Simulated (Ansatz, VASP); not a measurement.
# Ge (amorphous Ge): VASP beside Ansatz, part 2 of 2

Wanted: the spread between two codes on one cell, functional and k mesh. The cell is taken from a series of runs on this material, whose earlier steps may have relaxed, scaled, displaced or heated it; both programs get it as it stands.

VASP 6.6.1 and Ansatz 0.2.0.

So far: The starting structure; VASP: single point, PBEsol, pair 1; Ansatz: single point, PBEsol, pair 1.

## Step 4: Side by side

Known differences besides the potentials themselves: the cutoff is 420 eV in Ansatz and 500 eV in VASP (PREC = Accurate, projectors in real space); Ansatz makes its cores anew for this functional, VASP keeps those of its PBE data sets. Total energies have different zeros and are not compared.

Compared:

| quantity | Ansatz | VASP | difference |
| --- | --- | --- | --- |
| pressure (GPa) | 2.43 | 2.29 | +0.14 |

Forces on 9 of the 61 atoms, those with the largest forces and the largest differences (eV/Å; atoms numbered as in POSCAR):

| atom | Ansatz x, y, z | VASP x, y, z |
| --- | --- | --- |
| Ge13 | -0.452, -0.345, -0.558 | -0.452, -0.341, -0.557 |
| Ge19 | -0.097, -0.009, 0.348 | -0.088, -0.013, 0.349 |
| Ge23 | -0.346, 0.547, 0.369 | -0.349, 0.555, 0.369 |
| Ge32 | 0.337, 0.185, 0.067 | 0.347, 0.188, 0.071 |
| Ge33 | 0.556, -0.673, -0.244 | 0.550, -0.671, -0.243 |
| Ge43 | 0.702, 1.247, 0.206 | 0.707, 1.251, 0.206 |
| Ge44 | -0.528, -0.500, 0.004 | -0.526, -0.501, 0.001 |
| Ge52 | -0.267, -0.648, 0.173 | -0.263, -0.652, 0.175 |
| Ge54 | -0.473, -0.765, 0.322 | -0.474, -0.760, 0.326 |

The forces differ by 3.1 meV/Å r.m.s., which is 1.1 % of the r.m.s. force of 0.281 eV/Å (both taken over all components).

## Step 5: VASP: single point, PBEsol, pair 2

With cell and atoms fixed, the geometry can't cause a difference; cores, projectors, grids and the points listed under the comparison can. The cell compared in this pair holds 1449.34 Å³, against 1367.19 Å³ for the pair before.

The input, INCAR:

```
SYSTEM = Ge
PREC = Accurate
ENCUT = 500
EDIFF = 1E-06
NELM = 120
ISMEAR = 0
SIGMA = 0.025
LREAL = Auto
ALGO = Normal
GGA = PS
NBANDS = 496
LORBIT = 11
LWAVE = .FALSE.
LCHARG = .FALSE.
ISIF = 2
LASPH = .TRUE.
GGA_COMPAT = .FALSE.
NCORE = 2
```

The input, POSCAR:

```
Ge
1.0
   11.3168000000      0.0000000000      0.0000000000
    0.0000000000     11.3168000000      0.0000000000
    0.0000000000      0.0000000000     11.3168000000
Ge
61
Direct
    0.2048600000      0.6553700000      0.9627000000
    0.1094900000      0.5049100000      0.8265700000
    0.8275200000      0.6473900000      0.5837700000
    0.3748600000      0.5989400000      0.1267600000
    0.8531000000      0.3449400000      0.3583800000
    0.9132400000      0.9205700000      0.0038200000
    0.8658300000      0.8541800000      0.6628300000
    0.0472700000      0.0811800000      0.9354200000
    0.9811400000      0.8204300000      0.4015400000
    0.7713500000      0.8595100000      0.8555500000
    0.5657000000      0.0530000000      0.6341200000
    0.4196900000      0.0493500000      0.1336900000
    0.7663600000      0.0355300000      0.1210000000
    0.0344100000      0.5420400000      0.6131800000
    0.7543200000      0.5196600000      0.0323700000
    0.3183900000      0.3757900000      0.1572400000
    0.1537200000      0.2445600000      0.7446900000
    0.0729700000      0.7671800000      0.5932600000
    0.3353500000      0.7693600000      0.8197700000
    0.6303800000      0.8289200000      0.3758200000
    0.0173200000      0.3153400000      0.9126500000
    0.2918500000      0.4116500000      0.7562400000
    0.6636900000      0.4616600000      0.3457000000
    0.3695400000      0.9823900000      0.5474000000
    0.0248700000      0.0040600000      0.7218500000
    0.3126000000      0.3275500000      0.3725600000
    0.1428700000      0.8266400000      0.2583400000
    0.4177800000      0.2520600000      0.8367700000
    0.6125700000      0.0090600000      0.8436100000
    0.5019900000      0.3756800000      0.4782100000
    0.1807800000      0.5150800000      0.4283400000
    0.6575100000      0.5877000000      0.7069700000
    0.4284100000      0.9366700000      0.9364400000
    0.0473100000      0.1616100000      0.5650300000
    0.7260700000      0.9591600000      0.5225600000
    0.8829000000      0.1432200000      0.2673600000
    0.2921200000      0.6831400000      0.3207100000
    0.6766500000      0.1745800000      0.9794900000
    0.5952400000      0.9147300000      0.1823500000
    0.9155700000      0.0267100000      0.4402500000
    0.1113600000      0.3446800000      0.1133100000
    0.2248600000      0.9058400000      0.6922500000
    0.5768800000      0.4598200000      0.1429300000
    0.4350900000      0.7874800000      0.4604200000
    0.0677000000      0.1390700000      0.1509500000
    0.8021400000      0.3419600000      0.9110800000
    0.4566500000      0.6749000000      0.6496700000
    0.0375000000      0.7554300000      0.0829300000
    0.2643600000      0.0732700000      0.8446700000
    0.4826300000      0.2574400000      0.0550500000
    0.5196300000      0.7555200000      0.0390300000
    0.2386700000      0.1291100000      0.4378600000
    0.9148500000      0.3497400000      0.5681200000
    0.7859300000      0.6729200000      0.3653200000
    0.2257600000      0.0291600000      0.2436400000
    0.8987700000      0.6104200000      0.1740300000
    0.0167200000      0.4575900000      0.2702000000
    0.7395900000      0.3773200000      0.7079500000
    0.5617000000      0.2651400000      0.6588300000
    0.3554000000      0.5037300000      0.5783600000
    0.6758800000      0.6740200000      0.9067900000
```

The input, KPOINTS:

```
Automatic mesh
0
Gamma
1 1 1
0 0 0
```

Potentials, in the order of the species: Ge_d (PBE family, release 64).

On the command line:

```bash
$ mpirun -np 8 vasp_gam
```

Numbers of over 12 decimals in the logs are rounded to 6 here.

The program printed:

```text
[banner, memory and clock lines left out]
running    8 mpi-ranks, on    1 nodes
[...]
[... a notice as in an earlier step ...]

 LDA part: xc-table for (Slater+PW92), standard interpolation
 POSCAR, INCAR and KPOINTS ok, starting setup
[...]
entering main loop
       N       E                     dE             d eps       ncg     rms          rms(c)
DAV:   1     0.175894534615E+05    0.17589E+05   -0.33995E+05  1024   0.531E+03
DAV:   2     0.416569909644E+04   -0.13424E+05   -0.12922E+05   992   0.121E+03
DAV:   3     0.586470069348E+03   -0.35792E+04   -0.34493E+04   992   0.329E+02
DAV:   4    -0.203856575133E+03   -0.79033E+03   -0.73154E+03  1112   0.141E+02
[...]
DAV:  19    -0.286406267658E+03   -0.18332E-05   -0.18407E-05  1008   0.259E-02    0.206E-03
DAV:  20    -0.286406269171E+03   -0.15131E-05   -0.14776E-05   968   0.192E-02    0.184E-03
DAV:  21    -0.286406269497E+03   -0.32611E-06   -0.31726E-06   808   0.125E-02
   1 F= -.28640627E+03 E0= -.28639270E+03  d E =-.271318E-01
```

From OUTCAR (step 5):

```text
  Total      -11.7600168      2.8051387      0.1962178      1.2561061     -9.6079974      6.5472912
  in kB      -13.0001272      3.1009446      0.2169092      1.3885643    -10.6211743      7.2377123
  external PRESSURE =      -3.2274245 kB  Pullay stress =       0.0000000 kB

 POSITION                                       TOTAL-FORCE (eV/Angst)
 -----------------------------------------------------------------------------------
      2.31836      7.41669     10.89468         0.093290     -0.288271      0.315972
      1.23908      5.71397      9.35413        -0.057971      0.029041     -0.217444
      9.36488      7.32638      6.60641         0.501691     -0.032408     -0.085015
      4.24222      6.77808      1.43452        -0.351506      0.112842     -0.027031
      9.65436      3.90362      4.05571        -0.321540     -0.069633     -0.343882
     10.33495     10.41791      0.04323        -0.119596     -0.045323      0.311934
      9.79842      9.66658      7.50111        -0.331889     -0.154391     -0.043750
      0.53495      0.91870     10.58596         0.469555      0.242565      0.162416
     11.10337      9.28464      4.54415        -0.028814      0.203083      0.045632
      8.72921      9.72690      9.68209        -0.049231     -0.171761      0.029204
      6.40191      0.59979      7.17621        -0.074353     -0.260511     -0.027082
      4.74955      0.55848      1.51294         0.017204     -0.212974     -0.078739
      8.67274      0.40209      1.36933         0.091530     -0.304855      0.206939
      0.38941      6.13416      6.93924        -0.157249     -0.141255      0.099954
[...]
-----------------------------------------------------------------------------------
    total drift:                               -0.000606      0.003029      0.011965

  FREE ENERGIE OF THE ION-ELECTRON SYSTEM (eV)
  ---------------------------------------------------
  free  energy   TOTEN  =      -286.4062694972 eV

  energy  without entropy=     -286.3791376653  energy(sigma->0) =     -286.39270358

[... 1 part as in an earlier step ...]

[... 2 further parts left out ...]
[key lines of the parts left out:]
E-fermi :   4.1588
```

The run ends at a pressure of -0.32 GPa, with forces up to 0.79 eV/Å.

## Step 6: Ansatz: single point, PBEsol, pair 2

The same cell, functional, mesh and smearing now go to Ansatz, which takes its cutoff from its data sets.

The cell is taken from a series of runs on this material, whose earlier steps may have relaxed, scaled, displaced or heated it; both programs get it as it stands.

The input, input.yaml:

```yaml
crystal:
  lattice:
    - [11.3168, 0.0, 0.0]
    - [0.0, 11.3168, 0.0]
    - [0.0, 0.0, 11.3168]
  atoms:
    - { symbol: Ge, position: [0.20486, 0.65537, 0.9627] }
    - { symbol: Ge, position: [0.10949, 0.50491, 0.82657] }
    - { symbol: Ge, position: [0.82752, 0.64739, 0.58377] }
    - { symbol: Ge, position: [0.37486, 0.59894, 0.12676] }
    - { symbol: Ge, position: [0.8531, 0.34494, 0.35838] }
    - { symbol: Ge, position: [0.91324, 0.92057, 0.00382] }
    - { symbol: Ge, position: [0.86583, 0.85418, 0.66283] }
    - { symbol: Ge, position: [0.04727, 0.08118, 0.93542] }
    - { symbol: Ge, position: [0.98114, 0.82043, 0.40154] }
    - { symbol: Ge, position: [0.77135, 0.85951, 0.85555] }
    - { symbol: Ge, position: [0.5657, 0.053, 0.63412] }
    - { symbol: Ge, position: [0.41969, 0.04935, 0.13369] }
    - { symbol: Ge, position: [0.76636, 0.03553, 0.121] }
    - { symbol: Ge, position: [0.03441, 0.54204, 0.61318] }
    - { symbol: Ge, position: [0.75432, 0.51966, 0.03237] }
    - { symbol: Ge, position: [0.31839, 0.37579, 0.15724] }
    - { symbol: Ge, position: [0.15372, 0.24456, 0.74469] }
    - { symbol: Ge, position: [0.07297, 0.76718, 0.59326] }
    - { symbol: Ge, position: [0.33535, 0.76936, 0.81977] }
    - { symbol: Ge, position: [0.63038, 0.82892, 0.37582] }
    - { symbol: Ge, position: [0.01732, 0.31534, 0.91265] }
    - { symbol: Ge, position: [0.29185, 0.41165, 0.75624] }
    - { symbol: Ge, position: [0.66369, 0.46166, 0.3457] }
    - { symbol: Ge, position: [0.36954, 0.98239, 0.5474] }
    - { symbol: Ge, position: [0.02487, 0.00406, 0.72185] }
    - { symbol: Ge, position: [0.3126, 0.32755, 0.37256] }
    - { symbol: Ge, position: [0.14287, 0.82664, 0.25834] }
    - { symbol: Ge, position: [0.41778, 0.25206, 0.83677] }
    - { symbol: Ge, position: [0.61257, 0.00906, 0.84361] }
    - { symbol: Ge, position: [0.50199, 0.37568, 0.47821] }
    - { symbol: Ge, position: [0.18078, 0.51508, 0.42834] }
    - { symbol: Ge, position: [0.65751, 0.5877, 0.70697] }
    - { symbol: Ge, position: [0.42841, 0.93667, 0.93644] }
    - { symbol: Ge, position: [0.04731, 0.16161, 0.56503] }
    - { symbol: Ge, position: [0.72607, 0.95916, 0.52256] }
    - { symbol: Ge, position: [0.8829, 0.14322, 0.26736] }
    - { symbol: Ge, position: [0.29212, 0.68314, 0.32071] }
    - { symbol: Ge, position: [0.67665, 0.17458, 0.97949] }
    - { symbol: Ge, position: [0.59524, 0.91473, 0.18235] }
    - { symbol: Ge, position: [0.91557, 0.02671, 0.44025] }
    - { symbol: Ge, position: [0.11136, 0.34468, 0.11331] }
    - { symbol: Ge, position: [0.22486, 0.90584, 0.69225] }
    - { symbol: Ge, position: [0.57688, 0.45982, 0.14293] }
    - { symbol: Ge, position: [0.43509, 0.78748, 0.46042] }
    - { symbol: Ge, position: [0.0677, 0.13907, 0.15095] }
    - { symbol: Ge, position: [0.80214, 0.34196, 0.91108] }
    - { symbol: Ge, position: [0.45665, 0.6749, 0.64967] }
    - { symbol: Ge, position: [0.0375, 0.75543, 0.08293] }
    - { symbol: Ge, position: [0.26436, 0.07327, 0.84467] }
    - { symbol: Ge, position: [0.48263, 0.25744, 0.05505] }
    - { symbol: Ge, position: [0.51963, 0.75552, 0.03903] }
    - { symbol: Ge, position: [0.23867, 0.12911, 0.43786] }
    - { symbol: Ge, position: [0.91485, 0.34974, 0.56812] }
    - { symbol: Ge, position: [0.78593, 0.67292, 0.36532] }
    - { symbol: Ge, position: [0.22576, 0.02916, 0.24364] }
    - { symbol: Ge, position: [0.89877, 0.61042, 0.17403] }
    - { symbol: Ge, position: [0.01672, 0.45759, 0.2702] }
    - { symbol: Ge, position: [0.73959, 0.37732, 0.70795] }
    - { symbol: Ge, position: [0.5617, 0.26514, 0.65883] }
    - { symbol: Ge, position: [0.3554, 0.50373, 0.57836] }
    - { symbol: Ge, position: [0.67588, 0.67402, 0.90679] }
kpoints:
  mp_grid: { grid: [1, 1, 1] }
hamiltonian:
  xc: pbesol
scf:
  occupations: { method: gaussian, width: 0.025 }
output:
  forces: true
  stress: true
  populations: true
  dos:
    method: { smearing: { sigma: 0.1 } }
    de: 0.1
    projected: { site_lists: { Ge: [Ge] } }
  eigenvalues: true
  write_density: true
  write_potential: true
  volumetric_format: npy
```

On the command line:

```bash
$ ansatz run input.yaml --threads 8 --pin off --max-ram 15872MiB --backend cpu --events-out ev --progress --plain --runs-dir out
```

The program printed:

```text
[...]
Crystal: 61 atoms, lattice volume = 1449.342 Å³
Basis set: ecut = 420 eV, 28353 PW (Γ), exchange–correlation on 160×160×160 points (8 copies of the dense FFT grid, shifted against one another)
Bands: 513, of which v1, the nominal top of the filled ones, is band 427 counted from 1 (426 counted from 0)
Symmetry: 1 space group operations
[...]
k-points: 1
[...]
--- Löwdin populations: 61 sites ---
  site symbol       q [e]
     0     Ge     14.0019
     1     Ge     13.9412
     2     Ge     13.9417
     3     Ge     14.0463
     4     Ge     14.0000
     5     Ge     13.9936
     6     Ge     14.0288
     7     Ge     13.9784
[...]
57     Ge     13.9597
    58     Ge     13.9524
    59     Ge     13.9532
    60     Ge     13.9798
  spilling = 0.001677 (of n_electrons = 854.000000)
[key lines of the parts left out:]
SCF converged after 16 iterations
Free energy (F): -259448.597587 eV
Fermi energy:    7.573476 eV
P = ⅓ Tr σ = -0.2162 GPa (-2.162 kbar)
```

## Step 7: Side by side

The two programs side by side:

| quantity | Ansatz | VASP | difference |
| --- | --- | --- | --- |
| pressure (GPa) | -0.22 | -0.32 | +0.11 |

Forces on 8 of the 61 atoms, those with the largest forces and the largest differences (eV/Å; atoms numbered as in POSCAR):

| atom | Ansatz x, y, z | VASP x, y, z |
| --- | --- | --- |
| Ge7 | -0.327, -0.153, -0.051 | -0.332, -0.154, -0.044 |
| Ge8 | 0.471, 0.249, 0.156 | 0.470, 0.243, 0.162 |
| Ge40 | -0.134, -0.565, 0.010 | -0.141, -0.563, 0.002 |
| Ge41 | 0.020, -0.192, -0.559 | 0.020, -0.194, -0.556 |
| Ge43 | -0.138, -0.530, 0.333 | -0.131, -0.528, 0.335 |
| Ge47 | 0.211, 0.563, 0.514 | 0.208, 0.560, 0.513 |
| Ge49 | -0.517, 0.066, -0.260 | -0.516, 0.069, -0.262 |
| Ge60 | 0.062, -0.500, -0.360 | 0.064, -0.500, -0.349 |

The forces differ by 2.9 meV/Å r.m.s., which is 1.3 % of the r.m.s. force of 0.217 eV/Å (both taken over all components).

## Step 8: What came out

```
r.m.s. force difference (single point, PBEsol, pair 1) : 1.1 % of the r.m.s. force
r.m.s. force difference (single point, PBEsol, pair 2) : 1.3 % of the r.m.s. force
```

What this shows: The r.m.s. force difference is 1.3 % of the r.m.s. force (single point, PBEsol, pair 2), within the 3 % picked in this series as the mark of a large difference. How closely two codes agree says nothing of how well the functional describes the real material.

[Lines on the potential files, build, host, timing and source positions are cut from VASP's logs without a mark.]

[Logs are printed without paths, hosts, clocks, repeated set-up lines and the standing remarks that a program may print on its own settings, such as how far it seeks lower states.]

[Hosts, paths, dates, database ids (printed as entryN), source tags and the programs' standing remarks are cut or masked in the printed files.]
